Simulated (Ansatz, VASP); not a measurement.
## InGa in two plane-wave programs

Aim: how closely do two programs agree when they are given the same cell, functional and k mesh? The cell is invented: As first built, before any earlier steps moved the atoms (in the runner's words): it takes the InBi structure with some of its atoms replaced by other elements, volume scaled by an estimate. It may not be a known or stable phase. The cell is taken from a series of VASP runs on this material, whose earlier steps may have relaxed, scaled or displaced it; both programs get it as it stands.

Program: Ansatz 0.2.0. Level of theory: plane waves, with VASP 6.6.1 beside it; relaxation of cell and atoms at PBE. Results are calculated unless marked as measured.

### 1. The structure

Symmetry: F-43m, No. 216, cubic system. Conventional cell: a = 6.331 Å, b = 6.331 Å, c = 6.331 Å, α = 90.00°, β = 90.00°, γ = 90.00°. Nearest to In lie 4 Ga at 2.74 Å. Nearest to Ga lie 4 In at 2.74 Å. As first built, before any earlier steps moved the atoms (in the runner's words): sites of the InBi structure (space group 216) filled with other elements, volume scaled by an estimate. Farther neighbours are not listed.

Structure file:

```cif
data_structure
_symmetry_space_group_name_H-M 'P 1'
_symmetry_Int_Tables_number 1
_cell_length_a 4.4768
_cell_length_b 4.4768
_cell_length_c 4.4768
_cell_angle_alpha 60.000
_cell_angle_beta 60.000
_cell_angle_gamma 60.000
_cell_volume 63.45
loop_
_atom_site_label
_atom_site_type_symbol
_atom_site_fract_x
_atom_site_fract_y
_atom_site_fract_z
_atom_site_occupancy
In1 In 0.00000 0.00000 0.00000 1
Ga2 Ga 0.25000 0.25000 0.25000 1
```

### 2. VASP: relaxation of cell and atoms, PBE

The relaxed volume is the usual yardstick between codes: its relative difference is about their pressure difference at one cell divided by the bulk modulus.

Lines of VASP's logs that name or quote its potential files are left out, and so is its time.

The input, INCAR:

```
SYSTEM = InGa
PREC = Accurate
ENCUT = 400
EDIFF = 1E-06
NELM = 100
ISMEAR = 0
SIGMA = 0.05
LREAL = .FALSE.
ALGO = Normal
GGA = PE
LORBIT = 11
LWAVE = .FALSE.
LCHARG = .FALSE.
IBRION = 2
NSW = 60
ISIF = 3
EDIFFG = -0.01
```

The input, POSCAR:

```
InGa
1.0
    0.0000000000      3.1656078554      3.1656078554
    3.1656078554      0.0000000000      3.1656078554
    3.1656078554      3.1656078554      0.0000000000
In Ga
1 1
Direct
    0.0000000000      0.0000000000      0.0000000000
    0.2500000000      0.2500000000      0.2500000000
```

The input, KPOINTS:

```
Automatic mesh
0
Gamma
6 6 6
0 0 0
```

The projector-augmented-wave data sets are In_d and Ga_d (PBE family, release 64).

Started as:

```bash
$ mpirun -np 1 vasp_std
```

Numbers of over 12 decimals in the logs are rounded to 6 here.

Output:

```text
[banner, memory and clock lines left out]
running    1 mpi-ranks, on    1 nodes
 distrk:  each k-point on    1 cores,    1 groups
 distr:  one band on    1 cores,    1 groups

 POSCAR found type information on POSCAR InGa
 POSCAR found :  2 types and       2 ions
 LDA part: xc-table for (Slater+PW92), standard interpolation
 POSCAR, INCAR and KPOINTS ok, starting setup
 FFT: planning ... GRIDC
 FFT: planning ... GRID_SOFT
 FFT: planning ... GRID
 WAVECAR not read
 entering main loop
       N       E                     dE             d eps       ncg     rms          rms(c)
DAV:   1     0.152238284286E+03    0.15224E+03   -0.11484E+04   544   0.183E+03
DAV:   2     0.695861857623E+01   -0.14528E+03   -0.14396E+03   553   0.360E+02
DAV:   3    -0.450748788373E+01   -0.11466E+02   -0.11433E+02   611   0.115E+02
DAV:   4    -0.479259471831E+01   -0.28511E+00   -0.28491E+00   655   0.195E+01
DAV:   5    -0.480523350240E+01   -0.12639E-01   -0.12638E-01   790   0.348E+00    0.266E+00
DAV:   6    -0.478160300521E+01    0.23630E-01   -0.67300E-02   731   0.537E+00    0.136E+00
DAV:   7    -0.478057088950E+01    0.10321E-02   -0.31699E-02   839   0.325E+00    0.268E-01
DAV:   8    -0.478095468928E+01   -0.38380E-03   -0.56149E-03   626   0.104E+00    0.438E-02
DAV:   9    -0.478103410101E+01   -0.79412E-04   -0.42456E-04   615   0.526E-01    0.301E-02
DAV:  10    -0.478105722492E+01   -0.23124E-04   -0.68061E-05   648   0.900E-02    0.795E-03
DAV:  11    -0.478105887401E+01   -0.16491E-05   -0.82188E-06   671   0.816E-02    0.335E-03
DAV:  12    -0.478105914572E+01   -0.27171E-06   -0.16657E-06   456   0.152E-02
   1 F= -.47810591E+01 E0= -.47798335E+01  d E =-.478106E+01
 curvature:   0.00 expect dE= 0.000E+00 dE for cont linesearch  0.000E+00
 trial: gam= 0.00000 g(F)=  0.185E-45 g(S)=  0.618E-04 ort = 0.000E+00 (trialstep = 0.100E+01)
 search vector abs. value=  0.618E-04
 bond charge predicted
       N       E                     dE             d eps       ncg     rms          rms(c)
DAV:   1    -0.478250831703E+01   -0.14494E-02   -0.27321E-02   560   0.295E+00    0.218E-01
DAV:   2    -0.478137329916E+01    0.11350E-02   -0.25117E-03   638   0.995E-01    0.879E-02
DAV:   3    -0.478116935340E+01    0.20395E-03   -0.54627E-04   610   0.421E-01    0.331E-02
DAV:   4    -0.478115931660E+01    0.10037E-04   -0.15355E-05   569   0.488E-02    0.271E-02
DAV:   5    -0.478114275605E+01    0.16561E-04   -0.90042E-06   494   0.481E-02    0.240E-03
DAV:   6    -0.478114238978E+01    0.36627E-06   -0.12455E-06   307   0.412E-02
   2 F= -.47811424E+01 E0= -.47799163E+01  d E =-.832441E-04
 ZBRENT: can't locate minimum, use default step
 trial-energy change:   -0.000083  1 .order   -0.000066   -0.000062   -0.000070
 step:   4.0000(harm=  4.0000)  dis= 0.00000  next Energy=    -4.781370 (dE=-0.311E-03)
 bond charge predicted
       N       E                     dE             d eps       ncg     rms          rms(c)
DAV:   1    -0.479326327182E+01   -0.12121E-01   -0.24481E-01   558   0.886E+00    0.651E-01
DAV:   2    -0.478312248896E+01    0.10141E-01   -0.22117E-02   627   0.292E+00    0.264E-01
DAV:   3    -0.478129612800E+01    0.18264E-02   -0.49739E-03   610   0.127E+00    0.983E-02
DAV:   4    -0.478121638264E+01    0.79745E-04   -0.13667E-04   562   0.144E-01    0.807E-02
DAV:   5    -0.478109112509E+01    0.12526E-03   -0.82753E-05   586   0.145E-01    0.772E-03
DAV:   6    -0.478108936922E+01    0.17559E-05   -0.11575E-05   659   0.117E-01    0.507E-03
DAV:   7    -0.478108915291E+01    0.21631E-06   -0.70565E-07   293   0.218E-02
   3 F= -.47810892E+01 E0= -.47798617E+01  d E =-.300072E-04
 curvature:  -3.11 expect dE=-0.102E-07 dE for cont linesearch -0.102E-07
 trial: gam=-0.00724 g(F)=  0.109E-45 g(S)=  0.328E-08 ort = 0.450E-06 (trialstep = 0.160E+01)
 search vector abs. value=  0.100E-09
 reached required accuracy - stopping structural energy minimisation
```

OUTCAR, selected parts (step 2):

```text
ion  position               nearest neighbor table
   1  0.000  0.000  0.000-   2 2.74   2 2.74   2 2.74   2 2.74
   2  0.250  0.250  0.250-   1 2.74   1 2.74   1 2.74   1 2.74

  LATTYP: Found a face centered cubic cell.
 ALAT       =     6.3312157108

 Subroutine GETGRP returns: Found 24 space group operations
 (whereof 24 operations were pure point group operations)

The static configuration has the point symmetry T_d .

 Found     16 irreducible k-points:

   k-points           NKPTS =     16   k-points in BZ     NKDIM =     16   number of bands    NBANDS=     17

   dimension x,y,z NGX =    30 NGY =   30 NGZ =   30
   dimension x,y,z NGXF=    60 NGYF=   60 NGZF=   60

   ENCUT  =  400.0 eV  29.40 Ry    5.42 a.u.   7.30  7.30  7.30*2*pi/ulx,y,z

   NELECT =      26.0000    total number of electrons

 k-points in reciprocal lattice and weights: Automatic mesh
   0.00000000  0.00000000  0.00000000       0.005
   0.16666667  0.00000000  0.00000000       0.037
   0.33333333  0.00000000  0.00000000       0.037
   0.50000000  0.00000000  0.00000000       0.019
   0.16666667  0.16666667  0.00000000       0.028
   0.33333333  0.16666667  0.00000000       0.111
   0.50000000  0.16666667  0.00000000       0.111
  -0.33333333  0.16666667  0.00000000       0.111
  -0.16666667  0.16666667  0.00000000       0.056
[...]
-0.33333333  0.33333333  0.16666667       0.111
  -0.33333333  0.50000000  0.16666667       0.056

 average (electrostatic) potential at core
       1 -97.9141       2 -67.0896

 E-fermi :   3.1480

 k-point     1 :       0.0000    0.0000    0.0000
  band No.  band energies     occupation
    ...
      7     -11.0638      2.00000
      8     -11.0638      2.00000
      9     -11.0019      2.00000
     10     -11.0019      2.00000
     11      -5.3000      2.00000
     12       5.3538      0.00000
     13       5.5641      0.00000
     14       5.5641      0.00000
     15       5.5641      0.00000
     16       7.4532      0.00000
    ...

 k-point     2 :       0.1667    0.0000    0.0000
  band No.  band energies     occupation
    ...
      8     -11.0643      2.00000
      9     -10.9984      2.00000
     10     -10.9984      2.00000
     11      -5.0130      2.00000
     12       2.8173      2.00000
     13       5.0643      0.00000
     14       5.0644      0.00000
     15       6.0562      0.00000
     16       8.0647      0.00000
     17       8.0647      0.00000

 k-point     3 :       0.3333    0.0000    0.0000
  band No.  band energies     occupation
    ...
      8     -11.0627      2.00000
      9     -10.9925      2.00000
     10     -10.9925      2.00000
     11      -4.2096      2.00000
     12       0.3216      2.00000
     13       4.4728      0.00000
     14       4.4728      0.00000
     15       5.6042      0.00000
     16       8.4398      0.00000
     17       8.4398      0.00000

  Total        0.0002129      0.0002129      0.0002129      0.0000000      0.0000000     -0.0000000
  in kB        0.0053314      0.0053314      0.0053314      0.0000000      0.0000000     -0.0000000
  external PRESSURE =       0.0053314 kB  Pullay stress =       0.0000000 kB

  energy-cutoff  :      400.00
  volume of cell :       63.98
      direct lattice vectors                 reciprocal lattice vectors
     0.000000000  3.174530569  3.174530569    -0.157503602  0.157503602  0.157503602
     3.174530569 -0.000000000  3.174530569     0.157503602 -0.157503602  0.157503602
     3.174530569  3.174530569  0.000000000     0.157503602  0.157503602 -0.157503602

 POSITION                                       TOTAL-FORCE (eV/Angst)
 -----------------------------------------------------------------------------------
      0.00000      0.00000      0.00000        -0.000000     -0.000000     -0.000000
      1.58727      1.58727      1.58727         0.000000      0.000000      0.000000
 -----------------------------------------------------------------------------------
    total drift:                               -0.000001     -0.000001     -0.000001

  FREE ENERGIE OF THE ION-ELECTRON SYSTEM (eV)
  ---------------------------------------------------
  free  energy   TOTEN  =        -4.7810891529 eV

  energy  without entropy=       -4.7786341682  energy(sigma->0) =       -4.77986166

 reached required accuracy - stopping structural energy minimisation

 total charge
# of ion       s       p       d       tot
------------------------------------------
    1        0.975   0.583   9.838  11.395
    2        1.030   0.594   9.929  11.553
--------------------------------------------------
tot          2.005   1.177  19.767  22.948

[... 3 further parts left out ...]
```

CONTCAR:

```
InGa
   1.00000000000000
     0.0000000000000000    3.1745305688741086    3.1745305688741086
     3.1745305688741086   -0.0000000000000000    3.1745305688741086
     3.1745305688741086    3.1745305688741086    0.0000000000000000
  In              Ga
     1     1
Direct
     0.0000000000000000    0.0000000000000000    0.0000000000000000
     0.2500000000000000    0.2500000000000000    0.2500000000000000
```

The run keeps the 24 symmetry operations of its start, so it cannot find a distortion of lower symmetry.

### 3. Ansatz: relaxation of cell and atoms, PBE

Ansatz runs on its default PAW (the set named soft_2) files.

The same cell, functional, mesh and smearing now go to Ansatz, which takes its cutoff from its data sets.

The input, input.yaml:

```yaml
crystal:
  lattice:
    - [0.0, 3.1656078554, 3.1656078554]
    - [3.1656078554, 0.0, 3.1656078554]
    - [3.1656078554, 3.1656078554, 0.0]
  atoms:
    - { symbol: In, position: [0.0, 0.0, 0.0] }
    - { symbol: Ga, position: [0.25, 0.25, 0.25] }
hamiltonian:
  xc: pbe
  pseudopotentials: { kind: paw }
kpoints:
  mp_grid: { grid: [6, 6, 6] }
scf:
  occupations: { method: gaussian, width: 0.05 }
relax:
  f_tol: 0.01
  max_steps: 60
  cell: { stress_tol: 0.05 }
output:
  forces: true
  stress: true
```

Started as:

```bash
$ ansatz run input.yaml --threads 4 --pin off --max-ram 9216MiB --backend cpu --events-out ev --progress --plain --runs-dir out
```

Output:

```text
Engine: ansatz 0.2.0, aarch64-unknown-linux-gnu
Pseudopotentials: kind: paw
Pseudopotential: In, paw, valence charge 13, recommended cutoff 420 eV (normal), In.paw.azcp
Pseudopotential: Ga, paw, valence charge 13, recommended cutoff 420 eV (normal), Ga.paw.azcp
Functional definition: PBE
  parameter kappa = 0.804
  parameter beta = 0.066725
  exchange = pbe_x(kappa = kappa, mu = beta*pi^2/3)
  correlation = pbe_c(beta = beta)
Crystal: 2 atoms, lattice volume = 63.446 Å³
Basis set: ecut = 420 eV, 1243 PW (Γ), exchange–correlation on 60×60×60 points (8 copies of the dense FFT grid, shifted against one another)
Bands: 17, of which v1, the nominal top of the filled ones, is band 13 counted from 1 (12 counted from 0)
Symmetry: 24 space group operations
Space group: F-43m (ITA 216), of the structure as read, at distance tolerance 4.0e-5 Å
k-points: 16 of 216 (time reversal used)
Non-local potential: In, projectors of the file, l = 0: 2, l = 1: 2, l = 2: 2, l = 3: 2
Non-local potential: Ga, projectors of the file, l = 0: 2, l = 1: 2, l = 2: 3, l = 3: 1
PAW form: soft (Blöchl's): semilocal exchange-correlation on the pseudo side does not see the compensation charge
PAW one-centre angular grid: In, 590 points (default); XC on 64 Gauss nodes
PAW one-centre angular grid: Ga, 590 points (default); XC on 64 Gauss nodes
Initial density: superposition of atomic densities (neutral atoms: chi_scale 0, normalization atom), corrected by the library's trained network
Initial wavefunctions: pseudopotential atomic-orbital guess
Functional: x = pbe(κ = 0.804, μ = 0.219515), c = pbe(β = 0.066725)
SCF iter   1: F=—  HF=-9380.180637 eV  |F-HF|=—  |Δ(HF+E_count)|=         —  Δρ=1.40e-3  dr2=1.26e-3  ethr=1.77e-3  ⟨swp⟩=5.8  Hψ=1390  notcnv=0
preconditioner: auto → LDOS  [insulator: Δε(μ)=0.143 eV  Ē_g=15.902 eV  σ=0.050 eV  W_gap=0.55  n_scr=14 (ndim 8)  ℏωp=23.8 eV  f_vac=0.057  D(μ)=1.92/eV (n_scr^D=14)  ε∞_Penn≈3.2  β→1.0]
SCF iter   2: F=—  HF=-9380.180794 eV  |F-HF|=—  |Δ(HF+E_count)|=   1.57e-4  Δρ=2.11e-3  dr2=1.78e-3  ethr=4.84e-6  ⟨swp⟩=2.0  Hψ=662  notcnv=0  defer=6
SCF iter   3: F=—  HF=-9380.179708 eV  |F-HF|=—  |Δ(HF+E_count)|=   1.09e-3  Δρ=2.82e-4  dr2=3.50e-5  ethr=4.84e-6  ⟨swp⟩=2.0  Hψ=470  notcnv=0  defer=6
SCF iter   4: F=—  HF=-9380.179724 eV  |F-HF|=—  |Δ(HF+E_count)|=   1.64e-5  Δρ=2.98e-4  dr2=4.06e-5  ethr=1.35e-7  ⟨swp⟩=2.0  Hψ=471  notcnv=0  defer=6
SCF iter   5: F=—  HF=-9380.179697 eV  |F-HF|=—  |Δ(HF+E_count)|=   2.71e-5  Δρ=4.14e-5  dr2=1.51e-6  ethr=1.35e-7  ⟨swp⟩=2.0  Hψ=469  notcnv=0  defer=6
SCF iter   6: F=—  HF=-9380.179698 eV  |F-HF|=—  |Δ(HF+E_count)|=   7.16e-7  Δρ=9.44e-6  dr2=1.22e-7  ethr=5.80e-9  ⟨swp⟩=3.0  Hψ=471  notcnv=0  defer=6
SCF iter   7: F=-9380.179698 eV  HF=-9380.179698 eV  |F-HF|=1.51e-9  |Δ(HF+E_count)|=   7.21e-9  Δρ=1.49e-6  dr2=1.21e-9  ethr=3.85e-10  ⟨swp⟩=4.4  Hψ=910  notcnv=0
SCF 1 converged in 7 iterations: F = -9380.179698 eV  dr2 = 1.21e-9
  greatest PAW one-centre occupation: 0.994 electrons in one spin orbital (limit 2), on the Ga atom at site 1 (counted from 0), in its partial waves of l = 2
relax step   1: F+E_penalty+E_count = -9380.17969769 eV  Δ(F+E_penalty+E_count) = +0.000e0 eV  max|allowed force component| = 2.961e-16 eV/Å  Δτ_max = 0.0000 Å  P = +0.255 GPa  Ω = 63.446 Å³  (7 SCF iters, dr2 threshold 1.00e-7 eV, accepted)
[...]
relax step   2: F+E_penalty+E_count = -9380.18005585 eV  Δ(F+E_penalty+E_count) = -3.582e-4 eV  max|allowed force component| = 4.626e-17 eV/Å  Δτ_max = 0.0000 Å  P = +0.011 GPa  Ω = 64.008 Å³  energy of the carried Pulay correction = -1.046e-4 eV  (5 SCF iters, dr2 threshold 1.62e-7 eV, accepted)
[...]
relax step   3: F+E_penalty+E_count = -9380.18014941 eV  Δ(F+E_penalty+E_count) = -9.355e-5 eV  max|allowed force component| = 6.245e-17 eV/Å  Δτ_max = 0.0000 Å  P = +0.010 GPa  Ω = 64.008 Å³  stress off target by 1.02e-2 GPa  SCF on the basis re-selected at this cell (its energy is not comparable with the rows above)  (6 SCF iters)
basis re-selected at this cell: Δ(F+E_penalty+E_count) = -9.355e-5 eV, ΔP = -0.001 GPa vs the last step (what re-selecting the basis moved, of the pressure what is left beyond the Pulay correction that the steps carried, after the strain that the cell walked since its last selection, with what the two solves' SCF thresholds leave and, on support functions, any second-order correction that the steps lacked; it is no measure of the basis error at this ecutwfc). The dense FFT grid was sized anew with the basis: this SCF ran on 32×32×32 points, the steps before it on 30×30×30, so part of this shift can come from that change (see relax.cell in the input reference). [rest of the remark cut]
SCF converged after 6 iterations
Free energy (F): -9380.180149 eV
Harris-Foulkes:  -9380.180149 eV  (|F-HF|=1.09e-11)
Internal energy: -9380.177702 eV  (E = F + TS)
E sigma→0 (E₀):  -9380.178926 eV
Entropy (-TS):   -0.002447 eV (-1.224 meV/atom)
Fermi energy:    5.491258 eV
--- Per-component energies (eV) ---
  E_band       = -167.391270
  E_kinetic    = 355.142788
  E_local      = -3624.112075  (includes V_loc(G=0)·N_el)
  E_nonlocal   = 787.260180
  E_hartree    = 1587.227234
  E_xc         = -284.098463
  E_vxc        = -156.374484  (∫ρ·V_xc dr)
  E_paw        = -6137.150154  (= ΣΔE_a)
  E_vpaw       = -703.762180  (= ΣTr[D̂ρ^β])
  E_aug_tail   = -0.000065  (compensation charges beyond the density's cutoff)
  E_ewald      = -2064.447147
  E_smearing   = -0.002447  (= −TS)
  E_closure    = 0.000000  (closes the sum)
  Σ components = -9380.180149   (vs F -9380.180149, Δ=0.00e0)
--- Forces (eV/Å), atoms counted from 1 ---
  atom   1  In     0.00000000    -0.00000000    -0.00000000
  atom   2  Ga     0.00000000     0.00000000     0.00000000
  max |Σ_I F_I| component: 9.25e-17 eV/Å
--- Stress (GPa, compression-positive) ---
        0.010160       0.000000       0.000000
        0.000000       0.010160      -0.000000
        0.000000      -0.000000       0.010160
  P = ⅓ Tr σ = 0.0102 GPa (0.102 kbar)
--- Relaxed structure (2 steps of the walk, 2 accepted, 1 SCFs on fresh bases) ---
  F+E_penalty+E_count = -9380.18014941 eV   max|allowed force component| = 6.245e-17 eV/Å   (the final SCF, on the basis selected at the relaxed cell)
  cell:  # Å, volume = 64.0083 Å³
    - [0, 3.174939, 3.174939]
    - [3.174939, 0, 3.174939]
    - [3.174939, 3.174939, 0]
  atoms:
    - { symbol: In, position: [0, 0, 0] }
    - { symbol: Ga, position: [0.250000, 0.250000, 0.250000] }
```

Run time: 2.5 s. Hardware: 4 threads of Arm Neoverse V2, shared host; peak memory 0.36 GiB.

### 4. Differences

Known differences besides the potentials themselves: both relaxations stop at a tolerance, which leaves soft axes loose, and VASP keeps its plane-wave basis; the cutoff is 420 eV in Ansatz and 400 eV in VASP; VASP leaves aspherical gradient terms in its spheres out (LASPH is not set), Ansatz keeps them; Ansatz adds a Pulay correction to the stress that steers its cell, VASP none. Total energies have different zeros and are not compared.

The two programs side by side:

```csv
quantity,Ansatz,VASP,difference
volume (Å³),64.01,63.98,+0.04 %
"edge a after relaxation, in the typed setting (Å)",4.490,4.489,+0.01 %
```

The walks stopped with 0.01 GPa left in Ansatz and 0.00 GPa in VASP; each walk ends within a tolerance, so the volume difference is uncertain by about these residues over the bulk modulus, most in soft cells.

### 5. Outcome

```
difference in volume (relaxation of cell and atoms, PBE) : 0.039 %
```

The difference in volume is 0.039 % (relaxation of cell and atoms, PBE), within the 1.2 % picked in this series as the mark of a large difference, as far as the stopping tolerances let one tell. Such differences can come from data sets, numerical settings and the points named under the comparisons, not from the functional's error against experiment.

[Lines on the potential files, build, host, timing and source positions are cut from VASP's logs without a mark.]

[Logs are printed without paths, hosts, clocks, repeated set-up lines and the standing remarks that a program may print on its own settings, such as how far it seeks lower states.]

[Hosts, paths, dates, database ids (printed as entryN), source tags and the programs' standing remarks are cut or masked in the printed files.]
